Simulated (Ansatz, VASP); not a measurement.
# Cross-check of HfO2 between VASP and Ansatz

Wanted: the spread between two codes on one cell, functional and k mesh. The cell is taken from a series of runs on this material, whose earlier steps may have relaxed, scaled, displaced or heated it; both programs get it as it stands.

Program: Ansatz 0.2.0. Level of theory: plane waves, with VASP 6.6.1 beside it; zone-centre phonons at LDA. Results are calculated unless marked as measured.

### Step 1. The starting structure

The structure is cubic, space group Fm-3m (No. 225). The conventional cell has a = 4.829 Å, b = 4.829 Å, c = 4.829 Å, α = 90.00°, β = 90.00°, γ = 90.00°. O has 4 Hf at 2.09 Å nearest. Hf has 8 O at 2.09 Å nearest. Farther neighbours and most contacts between anions are not listed.

As a file:

```cif
data_structure
_symmetry_space_group_name_H-M 'P 1'
_symmetry_Int_Tables_number 1
_cell_length_a 3.4147
_cell_length_b 3.4147
_cell_length_c 3.4147
_cell_angle_alpha 60.000
_cell_angle_beta 60.000
_cell_angle_gamma 60.000
_cell_volume 28.15
loop_
_atom_site_label
_atom_site_type_symbol
_atom_site_fract_x
_atom_site_fract_y
_atom_site_fract_z
_atom_site_occupancy
O1 O 0.25000 0.25000 0.25000 1
O2 O 0.75000 0.75000 0.75000 1
Hf3 Hf 0.00000 0.00000 0.00000 1
```

### Step 2. VASP: zone-centre phonons, LDA, pair 1

Second derivatives magnify differences that forces hide, and they need a tight electronic threshold.

Lines of VASP's logs that name or quote its potential files are left out, and so is its time.

INCAR reads:

```
SYSTEM = HfO2
PREC = Accurate
ENCUT = 600
EDIFF = 1E-08
NELM = 120
ISMEAR = 0
SIGMA = 0.01
LREAL = .FALSE.
ALGO = Normal
GGA = PW92
NBANDS = 17
LASPH = .TRUE.
LORBIT = 11
LWAVE = .FALSE.
LCHARG = .FALSE.
ISIF = 2
IBRION = 8
LEPSILON = .TRUE.
GGA_COMPAT = .FALSE.
EFERMI = MIDGAP
KPAR = 2
```

POSCAR reads:

```
HfO2
1.0
    0.0000000000      2.4145598154      2.4145598154
    2.4145598154      0.0000000000      2.4145598154
    2.4145598154      2.4145598154      0.0000000000
O Hf
2 1
Direct
    0.2500000000      0.2500000000      0.2500000000
    0.7500000000      0.7500000000      0.7500000000
    0.0000000000      0.0000000000      0.0000000000
```

KPOINTS reads:

```
Automatic mesh
0
Gamma
8 8 8
0 0 0
```

Potentials, in the order of the species: O and Hf_pv (LDA family, release 64).

Launch:

```sh
$ mpirun -np 2 vasp_std
```

Numbers of over 12 decimals in the logs are rounded to 6 here.

What it wrote:

```text
[banner, memory and clock lines left out]
running    2 mpi-ranks, on    1 nodes
 distrk:  each k-point on    1 cores,    2 groups
 distr:  one band on    1 cores,    1 groups

 POSCAR found type information on POSCAR O Hf
 POSCAR found :  2 types and       3 ions
|                                                                             |
|               ----> ADVICE to this user running VASP <----                  |
|                                                                             |
|     You enforced a specific xc type in the INCAR file but a different       |
|     [... a line on the potential file left out ...]
|     I HOPE YOU KNOW WHAT YOU ARE DOING!                                     |
|                                                                             |

 LDA part: xc-table for (Slater(with rela. corr.)+PW92), standard interpolation
 POSCAR, INCAR and KPOINTS ok, starting setup
 FFT: planning ... GRIDC
 FFT: planning ... GRID_SOFT
 FFT: planning ... GRID
 WAVECAR not read
 entering main loop
       N       E                     dE             d eps       ncg     rms          rms(c)
DAV:   1     0.102334946102E+03    0.10233E+03   -0.14370E+04   986   0.147E+03
DAV:   2    -0.347001617297E+02   -0.13704E+03   -0.13397E+03  1267   0.326E+02
DAV:   3    -0.383487967819E+02   -0.36486E+01   -0.36412E+01  1126   0.486E+01
DAV:   4    -0.383675251516E+02   -0.18728E-01   -0.18726E-01  1257   0.378E+00
DAV:   5    -0.383676243027E+02   -0.99151E-04   -0.99144E-04  1172   0.259E-01    0.679E+01
DAV:   6    -0.329929206707E+02    0.53747E+01   -0.20638E+01   998   0.351E+01    0.542E+01
DAV:   7    -0.328732669324E+02    0.11965E+00   -0.58202E-01  1153   0.683E+00    0.317E+01
DAV:   8    -0.328380702795E+02    0.35197E-01   -0.95920E-02  1029   0.310E+00    0.627E+00
DAV:   9    -0.328313787803E+02    0.66915E-02   -0.22396E-02  1092   0.127E+00    0.227E+00
DAV:  10    -0.328310930455E+02    0.28573E-03   -0.17051E-03  1187   0.340E-01    0.414E-02
DAV:  11    -0.328310924005E+02    0.64497E-06   -0.10111E-04  1237   0.865E-02    0.503E-02
DAV:  12    -0.328310924668E+02   -0.66273E-07   -0.49526E-06  1166   0.183E-02    0.231E-02
DAV:  13    -0.328310925191E+02   -0.52271E-07   -0.20223E-07  1301   0.381E-03    0.107E-03
DAV:  14    -0.328310925198E+02   -0.77671E-09   -0.24781E-09   777   0.413E-04
   1 F= -.32831093E+02 E0= -.32831093E+02  d E =0.000000E+00
 Linear response reoptimize wavefunctions to high precision
DAV:   1    -0.328310925200E+02   -0.16371E-09   -0.10431E-09   866   0.317E-04
DAV:   2    -0.328310925200E+02    0.15461E-10   -0.11316E-10   611   0.871E-05
 Linear response G [H, r] |phi>, progress :
  Direction:   1
       N       E                     dE             d eps       ncg     rms
RMM:   1    -0.944005047059E+02   -0.94401E+02    0.79369E+02  1466   0.190E+02
RMM:   2    -0.897835598822E+02    0.46169E+01   -0.19720E+01  1591   0.306E+01
RMM:   3    -0.898171626139E+02   -0.33603E-01   -0.81156E-01  1957   0.387E+00
RMM:   4    -0.898253877854E+02   -0.82252E-02   -0.51637E-02  2003   0.779E-01
RMM:   5    -0.898259720372E+02   -0.58425E-03   -0.42008E-03  2033   0.185E-01
RMM:   6    -0.898260155949E+02   -0.43558E-04   -0.36307E-04  2032   0.478E-02
RMM:   7    -0.898260180173E+02   -0.24224E-05   -0.47698E-05  1994   0.151E-02
RMM:   8    -0.898260188286E+02   -0.81131E-06   -0.22785E-05  1851   0.692E-03
RMM:   9    -0.898260165152E+02    0.23134E-05    0.13066E-04  1803   0.460E-03
RMM:  10    -0.898260172159E+02   -0.70067E-06    0.17411E-04  1708   0.401E-03
RMM:  11    -0.898260180344E+02   -0.81846E-06    0.14325E-04  1562   0.380E-03
RMM:  12    -0.898260177704E+02    0.26392E-06   -0.54264E-05  1442   0.378E-03
RMM:  13    -0.898260180921E+02   -0.32164E-06    0.13560E-04  1415   0.373E-03
 Linear response G [H, r] |phi>, progress :
  Direction:   2
       N       E                     dE             d eps       ncg     rms
RMM:   1    -0.897171063116E+02   -0.89717E+02    0.85623E+02  1467   0.190E+02
RMM:   2    -0.859241380288E+02    0.37930E+01   -0.19904E+01  1605   0.310E+01
RMM:   3    -0.859403680225E+02   -0.16230E-01   -0.69472E-01  1971   0.380E+00
RMM:   4    -0.859458336811E+02   -0.54657E-02   -0.39954E-02  2002   0.759E-01
RMM:   5    -0.859463039231E+02   -0.47024E-03   -0.39533E-03  2019   0.189E-01
RMM:   6    -0.859463355920E+02   -0.31669E-04   -0.39643E-04  2013   0.493E-02
RMM:   7    -0.859463355499E+02    0.42106E-07   -0.63605E-05  2000   0.157E-02
RMM:   8    -0.859463355539E+02   -0.40263E-08   -0.11208E-04  1835   0.680E-03
RMM:   9    -0.859463355833E+02   -0.29364E-07    0.23727E-04  1782   0.466E-03
RMM:  10    -0.859463357286E+02   -0.14533E-06   -0.44625E-05  1700   0.406E-03
RMM:  11    -0.859463355646E+02    0.16398E-06   -0.41393E-05  1570   0.384E-03
[...]
change of polarisation eV/A/(eV/A) component  1 :     0.726     0.013    -0.014
 dielectric tensor                  component  1 :     5.663     0.081    -0.087
 Linear response to external field (no local field effect), progress :
  Direction:   2
       N       E                     dE             d eps       ncg     rms          rms(c)
RMM:   1    -0.314202796452E+00   -0.31420E+00   -0.11696E+00  2053   0.358E+00
RMM:   2    -0.322605724590E+00   -0.84029E-02   -0.78990E-03  1594   0.589E-01
[...]
dielectric tensor                  component  1 :     5.322     0.068    -0.005
 Linear response to external field, progress :
  Direction:   2
       N       E                     dE             d eps       ncg     rms          rms(c)
RMM:   1    -0.345003837220E+00   -0.34500E+00   -0.13367E+00  4073   0.367E+00
RMM:   2    -0.351930185350E+00   -0.69263E-02   -0.91548E-03  3241   0.604E-01    0.173E+00
RMM:   3    -0.342664343970E+00    0.92658E-02   -0.64314E-03  3074   0.594E-01    0.878E-01
RMM:   4    -0.347479088609E+00   -0.48147E-02   -0.71437E-03  3344   0.610E-01    0.171E-01
RMM:   5    -0.349156569829E+00   -0.16775E-02   -0.20814E-04  3305   0.106E-01    0.786E-02
RMM:   6    -0.349879997351E+00   -0.72343E-03   -0.11188E-05  3461   0.248E-02    0.373E-02
RMM:   7    -0.349912033656E+00   -0.32036E-04   -0.15728E-06  3449   0.870E-03    0.905E-03
RMM:   8    -0.349915820396E+00   -0.37867E-05   -0.11139E-07  3670   0.195E-03    0.266E-03
RMM:   9    -0.349916657802E+00   -0.83741E-06   -0.23845E-08  3686   0.452E-04    0.107E-03
RMM:  10    -0.349917625788E+00   -0.96799E-06    0.24037E-08  3282   0.221E-04    0.393E-05
RMM:  11    -0.349917546111E+00    0.79677E-07   -0.67922E-08  2015   0.131E-04    0.323E-05
RMM:  12    -0.349917555894E+00   -0.97827E-08   -0.32229E-07  1734   0.133E-04    0.171E-05
RMM:  13    -0.349917554458E+00    0.14361E-08   -0.36759E-07  1542   0.131E-04    0.293E-06
 change of polarisation eV/A/(eV/A) component  2 :     0.010     0.672    -0.001
 dielectric tensor                  component  2 :     0.063     5.322    -0.009
 Linear response to external field, progress :
  Direction:   3
       N       E                     dE             d eps       ncg     rms          rms(c)
RMM:   1    -0.345070033533E+00   -0.34507E+00   -0.13373E+00  4061   0.367E+00
RMM:   2    -0.351929589820E+00   -0.68596E-02   -0.91774E-03  3236   0.603E-01    0.173E+00
RMM:   3    -0.342663275477E+00    0.92663E-02   -0.64203E-03  3069   0.593E-01    0.878E-01
RMM:   4    -0.347480147598E+00   -0.48169E-02   -0.71431E-03  3334   0.610E-01    0.171E-01
RMM:   5    -0.349153414527E+00   -0.16733E-02   -0.20756E-04  3300   0.106E-01    0.787E-02
RMM:   6    -0.349879956553E+00   -0.72654E-03   -0.11235E-05  3461   0.248E-02    0.372E-02
RMM:   7    -0.349911949424E+00   -0.31993E-04   -0.15969E-06  3441   0.868E-03    0.905E-03
RMM:   8    -0.349915864577E+00   -0.39152E-05   -0.14906E-07  3671   0.196E-03    0.263E-03
RMM:   9    -0.349916697295E+00   -0.83272E-06   -0.63694E-08  3681   0.467E-04    0.106E-03
RMM:  10    -0.349917668111E+00   -0.97082E-06   -0.34438E-08  3267   0.237E-04    0.433E-05
RMM:  11    -0.349917585751E+00    0.82360E-07   -0.83072E-08  2016   0.148E-04    0.344E-05
RMM:  12    -0.349917590226E+00   -0.44751E-08   -0.10629E-07  1766   0.150E-04    0.174E-05
RMM:  13    -0.349917591243E+00   -0.10168E-08   -0.11707E-07  1553   0.148E-04    0.152E-06
 change of polarisation eV/A/(eV/A) component  3 :     0.002     0.008     0.672
 dielectric tensor                  component  3 :     0.013     0.055     5.322
 Linear response DOF=           2
 Linear response progress:
  Degree of freedom:   1/  2
       N       E                     dE             d eps       ncg     rms          rms(c)
RMM:   1    -0.370223201267E+00   -0.37022E+00    0.23578E-01  7071   0.389E+00
RMM:   2    -0.358800010408E+00    0.11423E-01   -0.93569E-03  5061   0.662E-01    0.967E-01
RMM:   3    -0.360116983999E+00   -0.13170E-02   -0.10191E-03  4641   0.206E-01    0.568E-01
RMM:   4    -0.362538967362E+00   -0.24220E-02   -0.97129E-04  4769   0.205E-01    0.577E-02
RMM:   5    -0.362255334040E+00    0.28363E-03   -0.43180E-05  5455   0.406E-02    0.284E-02
RMM:   6    -0.362208590132E+00    0.46744E-04   -0.18080E-06  5781   0.696E-03    0.268E-02
RMM:   7    -0.362198920166E+00    0.96700E-05   -0.15997E-07  5789   0.209E-03    0.964E-03
RMM:   8    -0.362202186361E+00   -0.32662E-05   -0.47061E-08  5646   0.123E-03    0.423E-03
RMM:   9    -0.362204202307E+00   -0.20159E-05   -0.38270E-08  5952   0.362E-04    0.556E-04
RMM:  10    -0.362204440635E+00   -0.23833E-06   -0.48762E-08  6185   0.177E-04    0.618E-04
RMM:  11    -0.362204241057E+00    0.19958E-06   -0.25480E-08  6242   0.150E-04    0.304E-04
RMM:  12    -0.362204209784E+00    0.31273E-07   -0.68292E-08  6278   0.136E-04    0.531E-05
RMM:  13    -0.362204211155E+00   -0.13718E-08    0.21494E-09  6112   0.131E-04    0.775E-06
 first order change of Fermi-energy   0.20888E-04
 force on displaced ion       1 direction 1 : -17.388   0.000   0.000
 Born effective charge ion    1 direction 1 :  -2.802   0.000   0.000
 Linear response progress:
  Degree of freedom:   2/  2
       N       E                     dE             d eps       ncg     rms          rms(c)
RMM:   1    -0.229242503917E+00   -0.22924E+00    0.23741E+00  2499   0.957E+00
RMM:   2    -0.218393347992E+00    0.10849E-01   -0.27888E-02  3022   0.114E+00    0.110E+00
RMM:   3    -0.217655512333E+00    0.73784E-03   -0.10539E-03  3673   0.150E-01    0.585E-01
RMM:   4    -0.217048247654E+00    0.60726E-03   -0.11233E-04  3877   0.596E-02    0.234E-01
RMM:   5    -0.216768483099E+00    0.27976E-03   -0.15764E-05  4101   0.241E-02    0.286E-02
RMM:   6    -0.216784956461E+00   -0.16473E-04   -0.22017E-06  3923   0.862E-03    0.188E-02
RMM:   7    -0.216786846426E+00   -0.18900E-05   -0.56146E-07  4237   0.197E-03    0.135E-02
RMM:   8    -0.216785142705E+00    0.17037E-05   -0.56093E-06  4135   0.834E-04    0.487E-04
RMM:   9    -0.216784710363E+00    0.43234E-06   -0.31915E-06  4406   0.430E-04    0.400E-04
RMM:  10    -0.216784928333E+00   -0.21797E-06   -0.20008E-06  4203   0.272E-04    0.476E-05
RMM:  11    -0.216784965215E+00   -0.36882E-07   -0.10271E-06  4478   0.225E-04    0.213E-05
RMM:  12    -0.216784980999E+00   -0.15784E-07   -0.62346E-07  4288   0.207E-04    0.296E-05
RMM:  13    -0.216784992108E+00   -0.11109E-07   -0.43483E-07  4087   0.200E-04    0.291E-05
RMM:  14    -0.216784992877E+00   -0.76895E-09   -0.31360E-07  3558   0.196E-04    0.253E-05
RMM:  15    -0.216784992256E+00    0.62137E-09   -0.25546E-07  3446   0.195E-04    0.313E-05
RMM:  16    -0.216784991884E+00    0.37106E-09   -0.16438E-07  3394   0.194E-04    0.277E-05
 first order change of Fermi-energy   0.92779E-04
 force on displaced ion       3 direction 1 : -12.567   0.000   0.000
 Born effective charge ion    3 direction 1 :   5.605   0.000   0.000
 Born effective charges drift removed
 Linear response finished
```

[end of part 1 of 3]

[Lines on the potential files, build, host, timing and source positions are cut from VASP's logs without a mark.]

[Logs are printed without paths, hosts, clocks, repeated set-up lines and the standing remarks that a program may print on its own settings, such as how far it seeks lower states.]

[Hosts, paths, dates, database ids (printed as entryN), source tags and the programs' standing remarks are cut or masked in the printed files.]
